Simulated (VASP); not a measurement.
# Relaxed cell of Fe: a test of cutoff and mesh, part 2 of 2

Aim: test the relaxed volume of Fe against cutoff and mesh. The starting structure is a measured crystal structure from the Crystallography Open Database.

VASP 6.6.1.

Results so far: reference 10.86 Å³ an atom; a cutoff of 270 eV 10.71 Å³ an atom; a 7×7×7 mesh 10.94 Å³ an atom.

The database entry behind the starting cell differs from later determinations by our own check (about 0.2 % short), so it need not match the best structure at ambient conditions.

**5. Relaxation with a cutoff of 600 eV**

Level of this step: PBEsol, spin-polarised from a ferromagnetic start (one magnetic atom a cell); plane waves and PAW (Fe) (VASP).

Against step 2 the input has ENCUT = 600. This run starts from the cell of an earlier relaxation, which isn't shown; the restart sets up the plane waves anew.

The input, INCAR:

```
SYSTEM = Fe
PREC = Accurate
ENCUT = 600
EDIFF = 1E-06
NELM = 100
ISMEAR = 1
SIGMA = 0.1
LREAL = .FALSE.
ALGO = Normal
GGA = PS
NBANDS = 10
ISPIN = 2
MAGMOM = 3
LMAXMIX = 4
LORBIT = 11
LWAVE = .FALSE.
LCHARG = .FALSE.
KPAR = 2
IBRION = 2
NSW = 50
ISIF = 3
EDIFFG = -0.01
```

The input, POSCAR:

```
Fe
1.0
   -1.3948256167      1.3948256167      1.3948256167
    1.3948256167     -1.3948256167      1.3948256167
    1.3948256167      1.3948256167     -1.3948256167
Fe
1
Direct
    0.0000000000      0.0000000000      0.0000000000
```

The input, KPOINTS:

```
Automatic mesh
0
Gamma
14 14 14
0 0 0
```

Potentials, in the order of the species: Fe (PBE family, release 64).

Run with:

```
> mpirun -np 2 vasp_std
```

Output:

```text
[... set-up lines as in an earlier step ...]
 entering main loop
       N       E                     dE             d eps       ncg     rms          rms(c)
DAV:   1     0.203219543049E+02    0.20322E+02   -0.44657E+03  4296   0.110E+03
DAV:   2    -0.932994407743E+01   -0.29652E+02   -0.27498E+02  4208   0.142E+02
DAV:   3    -0.995930065297E+01   -0.62936E+00   -0.62178E+00  4654   0.260E+01
DAV:   4    -0.996212975145E+01   -0.28291E-02   -0.28287E-02  4472   0.159E+00
[...]
DAV:  12    -0.891632946129E+01   -0.44430E-05   -0.17342E-06  4146   0.202E-02    0.184E-02
DAV:  13    -0.891632787255E+01    0.15887E-05   -0.14475E-06  3186   0.151E-02    0.722E-03
DAV:  14    -0.891632750130E+01    0.37125E-06   -0.11826E-07  2112   0.511E-03
   1 F= -.89163275E+01 E0= -.89165749E+01  d E =-.891633E+01  mag=     2.1677
[...]
reached required accuracy - stopping structural energy minimisation
```

Elapsed: 16 s, on 2 MPI ranks of AMD EPYC 7R43, shared host; peak memory 0.22 GiB; 31 s of CPU time.

From OUTCAR (step 5):

```text
  Total        0.0065786      0.0065786      0.0065786     -0.0000000     -0.0000000     -0.0000000
  in kB        0.9710112      0.9710112      0.9710112     -0.0000000     -0.0000000     -0.0000000
  external PRESSURE =       0.9710112 kB  Pullay stress =       0.0000000 kB

 POSITION                                       TOTAL-FORCE (eV/Angst)
 -----------------------------------------------------------------------------------
      0.00000      0.00000      0.00000        -0.000000      0.000000      0.000000
 -----------------------------------------------------------------------------------
    total drift:                                0.000000     -0.000000      0.000000

  FREE ENERGIE OF THE ION-ELECTRON SYSTEM (eV)
  ---------------------------------------------------
  free  energy   TOTEN  =        -8.9163275013 eV

  energy  without entropy=       -8.9170697679  energy(sigma->0) =       -8.91657492

[... 3 parts as in an earlier step ...]

[... 2 further parts left out ...]
[key lines of the parts left out:]
E-fermi :   6.1408
```

With a cutoff of 600 eV the cell ends at 10.855 Å³ an atom, +0.00 % from the reference; the bulk modulus is 235.6 GPa against 235.6 GPa.

**6. Relaxation with an 18×18×18 mesh**

Against step 2 the input has an 18×18×18 mesh. This run starts from the cell of an earlier relaxation, which isn't shown; the restart sets up the plane waves anew.

INCAR: that of step 5 with these lines changed.

```diff
@@ -2,3 +2,3 @@
 PREC = Accurate
-ENCUT = 600
+ENCUT = 450
 EDIFF = 1E-06
```

The input, POSCAR:

```
Fe
1.0
   -1.3938750839      1.3938750839      1.3938750839
    1.3938750839     -1.3938750839      1.3938750839
    1.3938750839      1.3938750839     -1.3938750839
Fe
1
Direct
    0.0000000000      0.0000000000      0.0000000000
```

The input, KPOINTS:

```
Automatic mesh
0
Gamma
18 18 18
0 0 0
```

Run with:

```
> mpirun -np 2 vasp_std
```

Output:

```text
[... set-up lines as in an earlier step ...]
 entering main loop
       N       E                     dE             d eps       ncg     rms          rms(c)
DAV:   1     0.142086674042E+02    0.14209E+02   -0.37874E+03  8378   0.885E+02
DAV:   2    -0.955031988776E+01   -0.23759E+02   -0.22085E+02  7876   0.123E+02
DAV:   3    -0.995686901861E+01   -0.40655E+00   -0.40511E+00  8788   0.207E+01
DAV:   4    -0.995848389265E+01   -0.16149E-02   -0.16147E-02  8394   0.119E+00
[...]
DAV:  10    -0.891546576668E+01   -0.43035E-04   -0.44585E-04  8242   0.266E-01    0.854E-02
DAV:  11    -0.891547677463E+01   -0.11008E-04   -0.10242E-04  8380   0.114E-01    0.334E-02
DAV:  12    -0.891547648614E+01    0.28849E-06   -0.26330E-06  7636   0.251E-02
   1 F= -.89154765E+01 E0= -.89152464E+01  d E =-.891548E+01  mag=     2.1341
[...]
N       E                     dE             d eps       ncg     rms          rms(c)
DAV:   1    -0.891564087933E+01   -0.16410E-03   -0.38004E-03  8374   0.104E+00    0.131E-01
[...]
DAV:   4    -0.891546575905E+01    0.17624E-05   -0.90145E-07  4980   0.145E-02    0.902E-03
DAV:   5    -0.891546450842E+01    0.12506E-05   -0.21298E-06  6678   0.120E-02    0.140E-03
DAV:   6    -0.891546448432E+01    0.24099E-07   -0.42456E-08  3926   0.226E-03
   2 F= -.89154645E+01 E0= -.89152392E+01  d E =0.120018E-04  mag=     2.1306
 trial-energy change:    0.000012  1 .order    0.000007   -0.000017    0.000030
 step:   0.2363(harm=  0.3540)  dis= 0.00000  next Energy=    -8.915478 (dE=-0.190E-05)
[...]
N       E                     dE             d eps       ncg     rms          rms(c)
DAV:   1    -0.891558484133E+01   -0.12033E-03   -0.22447E-03  8362   0.797E-01    0.988E-02
DAV:   2    -0.891548654824E+01    0.98293E-04   -0.94684E-04  8500   0.432E-01    0.813E-02
DAV:   3    -0.891547972662E+01    0.68216E-05   -0.42388E-05  8598   0.977E-02    0.335E-02
DAV:   4    -0.891547849743E+01    0.12292E-05   -0.52681E-07  4108   0.110E-02    0.691E-03
DAV:   5    -0.891547730430E+01    0.11931E-05   -0.11847E-06  5200   0.923E-03    0.103E-03
DAV:   6    -0.891547734509E+01   -0.40792E-07   -0.34730E-08  3922   0.187E-03
   3 F= -.89154773E+01 E0= -.89152479E+01  d E =-.858951E-06  mag=     2.1327
[...]
reached required accuracy - stopping structural energy minimisation
```

It took 39 s on 2 MPI ranks; peak memory 0.21 GiB.

Parts of OUTCAR (step 6):

```text
  Total        0.0036888      0.0036888      0.0036888      0.0000000     -0.0000000     -0.0000000
  in kB        0.5457887      0.5457887      0.5457887      0.0000000     -0.0000000     -0.0000000
  external PRESSURE =       0.5457887 kB  Pullay stress =       0.0000000 kB

 POSITION                                       TOTAL-FORCE (eV/Angst)
 -----------------------------------------------------------------------------------
      0.00000      0.00000     -0.00000         0.000000     -0.000000     -0.000000
 -----------------------------------------------------------------------------------
    total drift:                                0.000000     -0.000000      0.000000

  FREE ENERGIE OF THE ION-ELECTRON SYSTEM (eV)
  ---------------------------------------------------
  free  energy   TOTEN  =        -8.9154773451 eV

  energy  without entropy=       -8.9147889295  energy(sigma->0) =       -8.91524787

 magnetization (x)
# of ion       s       p       d       tot
------------------------------------------
    1       -0.012  -0.048   2.173   2.113

[... 1 part as in an earlier step ...]

[... 3 further parts left out ...]
[key lines of the parts left out:]
E-fermi :   6.2041
```

With an 18×18×18 mesh the cell ends at 10.829 Å³ an atom, -0.24 % from the reference; the bulk modulus is 219.0 GPa against 235.6 GPa.

**7. Comparison**

| run | volume (Å³/atom) | change (%) | bulk modulus (GPa) | pressure left (GPa) | core minutes |
| --- | --- | --- | --- | --- | --- |
| reference | 10.855 | - | 235.6 | -0.04 | 1.64 |
| a cutoff of 270 eV | 10.711 | -1.33 | 246.3 | 0.04 | 1.63 |
| a 7×7×7 mesh | 10.935 | 0.74 | 189.9 | 0.03 | 0.487 |
| a cutoff of 600 eV | 10.855 | 0.0 | 235.6 | 0.1 | 2.07 |
| an 18×18×18 mesh | 10.829 | -0.24 | 219.0 | 0.05 | 3.33 |

Core minutes are wall time times ranks, summed over the relaxations behind a row (those for a bulk modulus apart), on shared hosts.

**8. Outcome**

| Item | Value |
| --- | --- |
| volume of the reference | 10.86 Å³/atom |
| volume against the reference, a cutoff of 270 eV | -1.33 % |
| volume against the reference, a 7×7×7 mesh | +0.74 % |
| volume against the reference, a cutoff of 600 eV | +0.00 % |
| volume against the reference, an 18×18×18 mesh | -0.24 % |

What this shows: The volume moves most with a cutoff of 270 eV: -1.33 % against the reference (450 eV, 14×14×14 mesh). On finer settings it changes by +0.00 % with a cutoff of 600 eV and -0.24 % with an 18×18×18 mesh. The relaxations stop with up to 0.10 GPa left, which at the bulk modulus found here is 0.04 % of the volume. That understates it: a restart alone still moved the volume by up to 0.9 %. A cell that shrinks at the lower cutoff is the usual mark of Pulay stress, the error that a plane-wave basis makes when it is kept while the volume changes. The bulk modulus is more sensitive: it changes by -19.4 % with a 7×7×7 mesh. Further runs on this material are not shown.

[Lines on the potential files, build, host, timing and source positions are cut from VASP's logs without a mark.]

[Logs are printed without paths, hosts, clocks, repeated set-up lines and the standing remarks that a program may print on its own settings, such as how far it seeks lower states.]

[Hosts, paths, dates, database ids (printed as entryN), source tags and the programs' standing remarks are cut or masked in the printed files.]
